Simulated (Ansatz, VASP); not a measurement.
## Cross-check of SnSe2 between VASP and Ansatz

Wanted: the spread between two codes on one cell, functional and k mesh. The cell is taken from a series of runs on this material, whose earlier steps may have relaxed, scaled, displaced or heated it; both programs get it as it stands.

Program: Ansatz 0.2.0. Level of theory: plane waves, with VASP 6.6.1 beside it; single point at PBE. Results are calculated unless marked as measured.

## 1. The starting structure

The cell holds 3 atoms: 1 Sn and 2 Se. Its edges and angles: a = 3.794 Å, b = 3.794 Å, c = 30.460 Å, α = 90.0°, β = 90.0°, γ = 120.0°. It derives from SnSe2. Vacuum lies along c.

## 2. Ansatz: single point, PBE, pair 1

Ansatz runs on its PAW soft_1 files.

With cell and atoms fixed, the geometry can't cause a difference; cores, projectors, grids and the points listed under the comparison can.

input.yaml reads:

```yaml
crystal:
  lattice:
    - [3.7941949, 0.0, 0.0]
    - [-1.89709745, 3.2858691703, 0.0]
    - [0.0, 0.0, 30.46]
  atoms:
    - { symbol: Sn, position: [0.3333333333, 0.6666666667, 0.3282994091] }
    - { symbol: Se, position: [0.6441454744, 0.3766773322, 0.384945277] }
    - { symbol: Se, position: [0.689187859, 0.2899893344, 0.2716535412] }
  periodic: [true, true, false]
kpoints:
  mp_grid: { grid: [12, 12, 1] }
hamiltonian:
  xc: pbe
  pseudopotentials: { kind: paw, azcp: { folder: soft_1 } }
scf:
  occupations: { method: gaussian, width: 0.1 }
output:
  forces: true
  stress: true
  eigenvalues: true
```

Launch:

```sh
$ ansatz run input.yaml --threads 4 --pin off --max-ram 16384MiB --backend cpu --events-out ev --progress --plain --runs-dir out
```

Numbers of over 12 decimals in the logs are rounded to 6 here.

Output:

```text
Engine: ansatz 0.2.0, aarch64-unknown-linux-gnu
Pseudopotentials: kind: paw
Pseudopotential: Sn, paw, valence charge 14, recommended cutoff 420 eV (normal), soft_1/Sn.paw.azcp
Pseudopotential: Se, paw, valence charge 16, recommended cutoff 420 eV (normal), soft_1/Se.paw.azcp
Functional definition: PBE
  parameter kappa = 0.804
  parameter beta = 0.066725
  exchange = pbe_x(kappa = kappa, mu = beta*pi^2/3)
  correlation = pbe_c(beta = beta)
Crystal: 3 atoms, lattice volume = 379.752 Å³
Basis set: ecut = 420 eV, 7445 PW (Γ), exchange–correlation on 54×54×432 points (8 copies of the dense FFT grid, shifted against one another)
Bands: 28, of which v1, the nominal top of the filled ones, is band 23 counted from 1 (22 counted from 0)
Symmetry: 1 space group operations
Space group: P1 (ITA 1), of the structure as read, at distance tolerance 7.2e-5 Å
k-points: 74 of 144 (time reversal used)
Non-local potential: Sn, projectors of the file, l = 0: 2, l = 1: 2, l = 2: 2, l = 3: 1
Non-local potential: Se, projectors of the file, l = 0: 2, l = 1: 2, l = 2: 3, l = 3: 1
PAW form: soft (Blöchl's): semilocal exchange-correlation on the pseudo side does not see the compensation charge
PAW one-centre angular grid: Sn, 590 points (default); XC on 64 Gauss nodes
PAW one-centre angular grid: Se, 590 points (default); XC on 64 Gauss nodes
Initial density: superposition of atomic densities (neutral atoms: chi_scale 0, normalization atom)
Initial wavefunctions: pseudopotential atomic-orbital guess
Functional: x = pbe(κ = 0.804, μ = 0.219515), c = pbe(β = 0.066725)
iter 1 solved again at ethr=2.93e-3 eV; its pass at ethr=3.10e-3 eV (dr2=1.35e0 eV) is discarded
SCF iter   1: F=—  HF=-16963.148609 eV  |F-HF|=—  |Δ(HF+E_count)|=         —  Δρ=1.42e-2  dr2=1.36e0  ethr=2.93e-3  ⟨swp⟩=1.1  Hψ=16359  notcnv=0
preconditioner: auto → Resta (q_TF=auto, 1.919 Å⁻¹)  ε∞=1.6  [insulator: Δε(μ)=0.592 eV  Ē_g=9.593 eV  σ=0.100 eV  W_gap=1.00  n_scr=24 (ndim 8)  ℏωp=7.6 eV  f_vac=0.761  D(μ)=0.00/eV (n_scr^D=0)  ε∞_Penn≈1.6  vacuum switching on, ρ_ref=6.7e-3 e/Å³]
SCF iter   2: F=—  HF=-16962.810396 eV  |F-HF|=—  |Δ(HF+E_count)|=   3.38e-1  Δρ=6.14e-3  dr2=2.21e-1  ethr=2.93e-3  ⟨swp⟩=4.2  Hψ=4098  notcnv=0  defer=5
SCF iter   3: F=—  HF=-16962.776072 eV  |F-HF|=—  |Δ(HF+E_count)|=   3.43e-2  Δρ=3.36e-3  dr2=6.61e-2  ethr=4.80e-4  ⟨swp⟩=3.2  Hψ=3963  notcnv=0  defer=60
SCF iter   4: F=—  HF=-16962.786700 eV  |F-HF|=—  |Δ(HF+E_count)|=   1.06e-2  Δρ=2.24e-3  dr2=2.19e-1  ethr=1.44e-4  ⟨swp⟩=3.1  Hψ=3270  notcnv=0  defer=62  recentre
SCF iter   5: F=—  HF=-16962.769879 eV  |F-HF|=—  |Δ(HF+E_count)|=   1.68e-2  Δρ=9.92e-4  dr2=9.67e-3  ethr=1.44e-4  ⟨swp⟩=2.9  Hψ=3003  notcnv=0  defer=62
SCF iter   6: F=—  HF=-16962.769270 eV  |F-HF|=—  |Δ(HF+E_count)|=   6.09e-4  Δρ=1.84e-4  dr2=8.74e-5  ethr=2.10e-5  ⟨swp⟩=2.4  Hψ=2899  notcnv=0  defer=62
SCF iter   7: F=—  HF=-16962.769333 eV  |F-HF|=—  |Δ(HF+E_count)|=   6.35e-5  Δρ=6.28e-5  dr2=1.04e-5  ethr=1.90e-7  ⟨swp⟩=3.7  Hψ=5134  notcnv=0  defer=62
SCF iter   8: F=—  HF=-16962.769338 eV  |F-HF|=—  |Δ(HF+E_count)|=   4.83e-6  Δρ=1.20e-5  dr2=6.43e-7  ethr=2.27e-8  ⟨swp⟩=3.1  Hψ=3364  notcnv=0  defer=62
SCF iter   9: F=-16962.769339 eV  HF=-16962.769339 eV  |F-HF|=1.73e-8  |Δ(HF+E_count)|=   3.74e-7  Δρ=2.70e-6  dr2=5.66e-8  ethr=2.17e-10  ⟨swp⟩=17.8  Hψ=12712  notcnv=0
SCF 1 converged in 9 iterations: F = -16962.769339 eV  dr2 = 5.66e-8
  greatest PAW one-centre occupation: 1.000 electrons in one spin orbital (limit 2), on the Se atom at site 1 (counted from 0), in its partial waves of l = 2
SCF converged after 9 iterations
Free energy (F): -16962.769339 eV
Harris-Foulkes:  -16962.769339 eV  (|F-HF|=1.73e-8)
Internal energy: -16962.768973 eV  (E = F + TS)
E sigma→0 (E₀):  -16962.769156 eV
Entropy (-TS):   -0.000365 eV (-0.122 meV/atom)
Fermi energy:    -5.462702 eV
--- Per-component energies (eV) ---
  E_band       = -1501.089267
  E_kinetic    = 388.012808
  E_local      = -96612.330534  (includes V_loc(G=0)·N_el)
  E_nonlocal   = -563.544195
  E_hartree    = 48124.216559
  E_xc         = -294.414873
  E_vxc        = -258.857696  (∫ρ·V_xc dr)
  E_paw        = -8631.458874  (= ΣΔE_a)
  E_vpaw       = -702.810211  (= ΣTr[D̂ρ^β])
  E_aug_tail   = -0.000451  (compensation charges beyond the density's cutoff)
  E_ewald      = 40626.750586
  E_smearing   = -0.000365  (= −TS)
  E_closure    = -0.000000  (closes the sum)
  Σ components = -16962.769339   (vs F -16962.769339, Δ=0.00e0)
--- Forces (eV/Å), atoms counted from 1 ---
  atom   1  Sn    -0.24145597     0.03965446    -0.03642629
  atom   2  Se    -0.04626731     0.12279976    -0.06704139
  atom   3  Se     0.28770923    -0.16244239     0.10345807
  max |Σ_I F_I| component: 1.40e-5 eV/Å
--- 2D stress c σ (N/m, compression-positive) ---
        0.601856      -0.412969       0.000000
       -0.412969       0.471425       0.000000
        0.000000       0.000000       0.000000
  P = ½ c Tr σ = 0.5366 N/m
--- Band table (eV; the first three rows and the last of 74) ---
  k-point 0: bands = [... 19 lower, -6.4585, -6.2746, -5.6477, -5.5735, -4.9235, -2.2354, -1.3956 (-1.3956°), -1.2529, ... 1 higher]
  k-point 1: bands = [... 19 lower, -7.0060, -6.4756, -5.9413, -5.6789, -4.5057, -1.9513, -1.6063 (-1.6063°), -1.1262, ... 1 higher]
  k-point 2: bands = [... 19 lower, -7.5363, -6.9139, -6.4280, -5.8401, -4.1585, -2.2008, -1.4082 (-1.4082°), -0.6389, ... 1 higher]
  k-point 73: bands = [... 19 lower, -9.2593, -7.8602, -6.3572, -6.2866, -5.3214, -3.1778, -1.6621, -0.6972, ... 1 higher]
  ° read free of the cell's end (the report's vacuum.weakly_bound_levels)
```

Reading the cycles: dr2 is the Hartree energy of the density residual (eV), the measure of convergence; HF is the Harris–Foulkes estimate of the energy, which meets the free energy F at convergence.

## 3. VASP: single point, PBE, pair 1

The same cell, functional, mesh and smearing now go to VASP, with its own data sets.

Lines of VASP's logs that name or quote its potential files are left out, and so is its time.

INCAR reads:

```
SYSTEM = SnSe2
PREC = Accurate
ENCUT = 400
EDIFF = 1E-06
NELM = 120
ISMEAR = 0
SIGMA = 0.1
LREAL = .FALSE.
ALGO = Normal
GGA = PE
NBANDS = 19
LORBIT = 11
LWAVE = .FALSE.
LCHARG = .FALSE.
ISIF = 2
LDIPOL = .TRUE.
IDIPOL = 3
DIPOL = 0.5 0.5 0.328
LVHAR = .TRUE.
LASPH = .TRUE.
GGA_COMPAT = .FALSE.
EFERMI = MIDGAP
NELMDL = -8
KPAR = 2
```

POSCAR reads:

```
SnSe2
1.0
    3.7941949000      0.0000000000      0.0000000000
   -1.8970974500      3.2858691703      0.0000000000
    0.0000000000      0.0000000000     30.4600000000
Sn Se
1 2
Direct
    0.3333333333      0.6666666667      0.3282994091
    0.6441454744      0.3766773322      0.3849452770
    0.6891878590      0.2899893344      0.2716535412
```

KPOINTS reads:

```
Automatic mesh
0
Gamma
12 12 1
0 0 0
```

Potentials, in the order of the species: Sn_d and Se (PBE family, release 64).

Launch:

```sh
$ mpirun -np 2 vasp_std
```

Output:

```text
[banner, memory and clock lines left out]
running    2 mpi-ranks, on    1 nodes
 distrk:  each k-point on    1 cores,    2 groups
 distr:  one band on    1 cores,    1 groups

 POSCAR found type information on POSCAR SnSe
 POSCAR found :  2 types and       3 ions
 LDA part: xc-table for (Slater+PW92), standard interpolation
 POSCAR, INCAR and KPOINTS ok, starting setup
 FFT: planning ... GRIDC
 FFT: planning ... GRID_SOFT
 FFT: planning ... GRID
 WAVECAR not read
 entering main loop
       N       E                     dE             d eps       ncg     rms          rms(c)
DAV:   1     0.164546658599E+03    0.16455E+03   -0.94109E+03  3404   0.840E+02
DAV:   2     0.793084083017E+01   -0.15662E+03   -0.15324E+03  3779   0.208E+02
DAV:   3    -0.110210521190E+02   -0.18952E+02   -0.18822E+02  3594   0.826E+01
DAV:   4    -0.115110730161E+02   -0.49002E+00   -0.48942E+00  3688   0.167E+01
DAV:   5    -0.115217386929E+02   -0.10666E-01   -0.10665E-01  4097   0.245E+00
DAV:   6    -0.115218839480E+02   -0.14526E-03   -0.14525E-03  3707   0.235E-01
DAV:   7    -0.115218915049E+02   -0.75569E-05   -0.75567E-05  4247   0.431E-02
DAV:   8    -0.115218915643E+02   -0.59473E-07   -0.59533E-07  3189   0.436E-03    0.469E+00
DAV:   9    -0.111796046710E+02    0.34229E+00   -0.85161E-01  3929   0.841E+00    0.302E+00
DAV:  10    -0.111530624854E+02    0.26542E-01   -0.25678E-01  3257   0.310E+00    0.589E-01
DAV:  11    -0.111504790534E+02    0.25834E-02   -0.25658E-02  3460   0.142E+00    0.303E-01
DAV:  12    -0.111507758405E+02   -0.29679E-03   -0.25494E-03  3122   0.339E-01    0.765E-02
DAV:  13    -0.111508006099E+02   -0.24769E-04   -0.17996E-04  3912   0.115E-01    0.382E-02
DAV:  14    -0.111508393201E+02   -0.38710E-04   -0.87004E-05  3106   0.498E-02    0.103E-02
DAV:  15    -0.111508517161E+02   -0.12396E-04   -0.80101E-06  3455   0.169E-02    0.959E-03
DAV:  16    -0.111508801812E+02   -0.28465E-04   -0.49221E-06  2436   0.923E-03    0.454E-03
DAV:  17    -0.111509188624E+02   -0.38681E-04   -0.38082E-06  2483   0.720E-03    0.318E-03
DAV:  18    -0.111509637927E+02   -0.44930E-04   -0.35011E-06  2429   0.567E-03    0.205E-03
DAV:  19    -0.111509794906E+02   -0.15698E-04   -0.97471E-07  3034   0.303E-03    0.126E-03
DAV:  20    -0.111509872054E+02   -0.77148E-05   -0.16735E-07  2913   0.206E-03    0.393E-04
DAV:  21    -0.111509908023E+02   -0.35968E-05   -0.52552E-08  2698   0.964E-04    0.480E-04
DAV:  22    -0.111509931529E+02   -0.23506E-05   -0.33386E-08  2667   0.780E-04    0.207E-04
DAV:  23    -0.111509943517E+02   -0.11988E-05   -0.36121E-08  2717   0.581E-04    0.202E-04
DAV:  24    -0.111509948927E+02   -0.54104E-06   -0.40947E-09  2334   0.357E-04
   1 F= -.11150995E+02 E0= -.11150812E+02  d E =-.364933E-03
```

Parts of OUTCAR (step 3):

```text
ion  position               nearest neighbor table
   1  0.333  0.667  0.328-   2 2.62   3 2.68   3 2.74   2 2.85   2 2.91   3 2.96
   2  0.644  0.377  0.385-   1 2.62   1 2.85   1 2.91
   3  0.689  0.290  0.272-   1 2.68   1 2.74   1 2.96

  LATTYP: Found a hexagonal cell.
 ALAT       =     3.7941949000
 C/A-ratio  =     8.0280535931

 Subroutine GETGRP returns: Found  1 space group operations
 (whereof  1 operations were pure point group operations)

The static configuration has the point symmetry C_1 .

 Found     74 irreducible k-points:

   k-points           NKPTS =     74   k-points in BZ     NKDIM =     74   number of bands    NBANDS=     19

   dimension x,y,z NGX =    28 NGY =   28 NGZ =  200
   dimension x,y,z NGXF=    56 NGYF=   56 NGZF=  400

   ENCUT  =  400.0 eV  29.40 Ry    5.42 a.u.   6.19  6.19 49.67*2*pi/ulx,y,z

   NELECT =      26.0000    total number of electrons

 k-points in reciprocal lattice and weights: Automatic mesh
   0.00000000  0.00000000  0.00000000       0.007
   0.08333333 -0.00000000  0.00000000       0.014
   0.00000000  0.08333333  0.00000000       0.014
  -0.08333333  0.08333333  0.00000000       0.014
   0.16666667  0.00000000  0.00000000       0.014
   0.00000000  0.16666667  0.00000000       0.014
  -0.16666667  0.16666667  0.00000000       0.014
   0.25000000  0.00000000  0.00000000       0.014
   0.00000000  0.25000000  0.00000000       0.014
[...]
-0.41666667 -0.25000000  0.00000000       0.014
   0.33333333  0.33333333  0.00000000       0.014

 dipolmoment           0.000000      0.000000      0.000946 electrons x Angstroem

 average (electrostatic) potential at core
       1-110.8613       2 -61.3571       3 -61.3794

 E-fermi :  -3.3947

 k-point     1 :       0.0000    0.0000    0.0000
  band No.  band energies     occupation
    ...
      9      -5.4193      2.00000
     10      -4.3911      2.00000
     11      -4.2070      2.00000
     12      -3.5809      1.99156
     13      -3.5054      1.88246
     14      -2.8586      0.00000
     15      -0.1703      0.00000
     16       0.6677      0.00000
     17       0.8108      0.00000
     18       1.5730      0.00000
    ...

 k-point     2 :       0.0833   -0.0000    0.0000
  band No.  band energies     occupation
    ...
      9      -5.4206      2.00000
     10      -4.9891      2.00000
     11      -4.3931      2.00000
     12      -3.8403      2.00000
     13      -3.6398      1.99947
     14      -2.4200      0.00000
     15       0.1353      0.00000
     16       0.3852      0.00000
     17       0.9777      0.00000
     18       1.6881      0.00000
    ...

 k-point     3 :       0.0000    0.0833    0.0000
  band No.  band energies     occupation
    ...
      9      -5.4402      2.00000
     10      -4.9398      2.00000
     11      -4.4083      2.00000
     12      -3.8738      2.00000
     13      -3.6113      1.99781
     14      -2.4397      0.00000
     15       0.1133      0.00000
     16       0.4582      0.00000
     17       0.9384      0.00000
     18       1.6885      0.00000
    ...

  Total        0.4716476      0.3700857     -0.2749076     -0.3220315      0.4950693     -0.5796296
  in kB        1.9898869      1.5613960     -1.1598386     -1.3586547      2.0887035     -2.4454644
  external PRESSURE =       0.7971481 kB  Pullay stress =       0.0000000 kB

  energy-cutoff  :      400.00
  volume of cell :      379.75
      direct lattice vectors                 reciprocal lattice vectors
     3.794194900  0.000000000  0.000000000     0.263560525  0.152166740  0.000000000
    -1.897097450  3.285869170  0.000000000     0.000000000  0.304333480  0.000000000
     0.000000000  0.000000000 30.460000000     0.000000000  0.000000000  0.032829941

 POSITION                                       TOTAL-FORCE (eV/Angst)
 -----------------------------------------------------------------------------------
     -0.00000      2.19058     10.00000        -0.241595      0.039580     -0.037010
      1.72942      1.23771     11.72543        -0.047280      0.123791     -0.052776
      2.06478      0.95287      8.27457         0.288875     -0.163372      0.089786
 -----------------------------------------------------------------------------------
    total drift:                                0.000007      0.000043     -0.001688

  FREE ENERGIE OF THE ION-ELECTRON SYSTEM (eV)
  ---------------------------------------------------
  free  energy   TOTEN  =       -11.1509948927 eV

  energy  without entropy=      -11.1506299599  energy(sigma->0) =      -11.15081243

 vacuum level on the upper side and lower side of the slab         2.075         2.062

 total charge
# of ion       s       p       d       tot
------------------------------------------
    1        1.090   0.959  10.063  12.111
    2        1.489   2.276   0.024   3.789
    3        1.489   2.275   0.024   3.787
--------------------------------------------------
tot          4.068   5.510  10.111  19.688

[... 3 further parts left out ...]
```

The run ends at a pressure of 0.08 GPa, with forces up to 0.34 eV/Å.

## 4. Comparison

Known differences besides the potentials themselves: Ansatz cuts the interaction across the vacuum, VASP repeats the sheet with a dipole correction; the data sets hold 46 valence electrons in Ansatz (on its PAW soft_1 files) and 26 in VASP; the cutoff is 420 eV in Ansatz and 400 eV in VASP. Total energies have different zeros and are not compared.

The two programs side by side:

```csv
quantity,Ansatz,VASP,difference
gap on the k mesh (eV),0.236,0.236,0.000
```

Forces (eV/Å; atoms numbered as in POSCAR):

```csv
atom,"Ansatz x, y, z","VASP x, y, z"
Sn1,"-0.241, 0.040, -0.036","-0.242, 0.040, -0.037"
Se2,"-0.046, 0.123, -0.067","-0.047, 0.124, -0.053"
Se3,"0.288, -0.162, 0.103","0.289, -0.163, 0.090"
```

The forces differ by 6.6 meV/Å r.m.s., which is 4.4 % of the r.m.s. force of 0.149 eV/Å (both taken over all components). A gap on the mesh is an upper bound, since the band edges may lie between its points. With vacuum in the cell, a pressure given here is an average over mostly empty space and none of the material.

## 5. Ansatz: single point, PBE, pair 2

A single point gives forces, pressure and levels at one fixed geometry, so differences don't come from the geometry; what else differs is listed under the comparison.

The cell is taken from a series of runs on this material, whose earlier steps may have relaxed, scaled, displaced or heated it; both programs get it as it stands.

input.yaml, the sections that differ from step 2:

```yaml
crystal:
  lattice:
    - [3.7941949, 0.0, 0.0]
    - [-1.89709745, 3.2858691703, 0.0]
    - [0.0, 0.0, 30.46]
  atoms:
    - { symbol: Sn, position: [0.3333333333, 0.6666666667, 0.3282994091] }
    - { symbol: Se, position: [0.6339085688, 0.3963791499, 0.384945277] }
    - { symbol: Se, position: [0.6994247645, 0.2702875167, 0.2716535412] }
  periodic: [true, true, false]
output:
  forces: true
  stress: true
  eigenvalues: true
  write_density: true
  write_potential: true
  elf: true
  volumetric_format: npy
# kpoints, hamiltonian, scf: as in step 2
```

Launch:

```sh
$ ansatz run input.yaml --threads 4 --pin off --max-ram 16384MiB --backend cpu --events-out ev --progress --plain --runs-dir out
```

Output:

```text
[...]
Crystal: 3 atoms, lattice volume = 379.752 Å³
Basis set: ecut = 420 eV, 7445 PW (Γ), exchange–correlation on 54×54×432 points (8 copies of the dense FFT grid, shifted against one another)
Bands: 28, of which v1, the nominal top of the filled ones, is band 23 counted from 1 (22 counted from 0)
Symmetry: 1 space group operations
[...]
k-points: 74 of 144 (time reversal used)
[...]
k-point 1: bands = [... 19 lower, -6.9904, -6.3801, -5.8671, -5.6412, -4.3675, -2.0507, -1.4690 (-1.4690°), -0.9340, ... 1 higher]
  k-point 2: bands = [... 19 lower, -7.5884, -6.8683, -6.2736, -5.8366, -4.0144, -2.1065, -1.5180 (-1.5179°), -0.4738, ... 1 higher]
  k-point 73: bands = [... 19 lower, -9.0850, -7.8375, -6.5045, -6.2437, -5.1212, -3.0453, -1.6647, -0.6137, ... 1 higher]
  ° read free of the cell's end (the report's vacuum.weakly_bound_levels)
[key lines of the parts left out:]
SCF converged after 11 iterations
Free energy (F): -16962.800480 eV
Fermi energy:    -5.323080 eV
P = ½ c Tr σ = 1.0192 N/m
```

## 6. VASP: single point, PBE, pair 2

The same cell, functional, mesh and smearing now go to VASP, with its own data sets.

INCAR is that of step 3.

POSCAR reads:

```
SnSe2
1.0
    3.7941949000      0.0000000000      0.0000000000
   -1.8970974500      3.2858691703      0.0000000000
    0.0000000000      0.0000000000     30.4600000000
Sn Se
1 2
Direct
    0.3333333333      0.6666666667      0.3282994091
    0.6339085688      0.3963791499      0.3849452770
    0.6994247645      0.2702875167      0.2716535412
```

KPOINTS is that of step 3.

Launch:

```sh
$ mpirun -np 2 vasp_std
```

Output:

```text
[... set-up lines as in an earlier step ...]
 entering main loop
       N       E                     dE             d eps       ncg     rms          rms(c)
DAV:   1     0.164918763738E+03    0.16492E+03   -0.94139E+03  3404   0.840E+02
DAV:   2     0.786246379625E+01   -0.15706E+03   -0.15368E+03  3793   0.208E+02
DAV:   3    -0.110533514352E+02   -0.18916E+02   -0.18797E+02  3575   0.827E+01
DAV:   4    -0.115477045138E+02   -0.49435E+00   -0.49372E+00  3629   0.168E+01
[...]
DAV:  23    -0.111823808288E+02   -0.14463E-05   -0.50713E-08  2828   0.764E-04    0.177E-04
DAV:  24    -0.111823818762E+02   -0.10475E-05   -0.11140E-08  2423   0.384E-04    0.139E-04
DAV:  25    -0.111823823841E+02   -0.50783E-06   -0.51010E-09  2193   0.275E-04
   1 F= -.11182382E+02 E0= -.11182367E+02  d E =-.314560E-04
```

From OUTCAR (step 6):

```text
  Total        0.8913784      0.7000438     -0.2004495     -0.6195521      0.1657047     -0.1714952
  in kB        3.7607363      2.9534933     -0.8456990     -2.6138978      0.6991100     -0.7235405
  external PRESSURE =       1.9561769 kB  Pullay stress =       0.0000000 kB

 POSITION                                       TOTAL-FORCE (eV/Angst)
 -----------------------------------------------------------------------------------
     -0.00000      2.19058     10.00000        -0.519143      0.083115     -0.127756
      1.65320      1.30245     11.72543         0.209766      0.006578      0.014210
      2.14099      0.88813      8.27457         0.309377     -0.089693      0.113546
 -----------------------------------------------------------------------------------
    total drift:                                0.000068      0.000065     -0.001823

  FREE ENERGIE OF THE ION-ELECTRON SYSTEM (eV)
  ---------------------------------------------------
  free  energy   TOTEN  =       -11.1823823841 eV

  energy  without entropy=      -11.1823509280  energy(sigma->0) =      -11.18236666

[... 2 parts as in an earlier step ...]

[... 1 further part left out ...]
[key lines of the parts left out:]
E-fermi :  -3.2676
```

The run ends at a pressure of 0.20 GPa, with forces up to 0.54 eV/Å.

(Continued in part 2 of 2.)

[Lines on the potential files, build, host, timing and source positions are cut from VASP's logs without a mark.]

[Logs are printed without paths, hosts, clocks, repeated set-up lines and the standing remarks that a program may print on its own settings, such as how far it seeks lower states.]

[Hosts, paths, dates, database ids (printed as entryN), source tags and the programs' standing remarks are cut or masked in the printed files.]
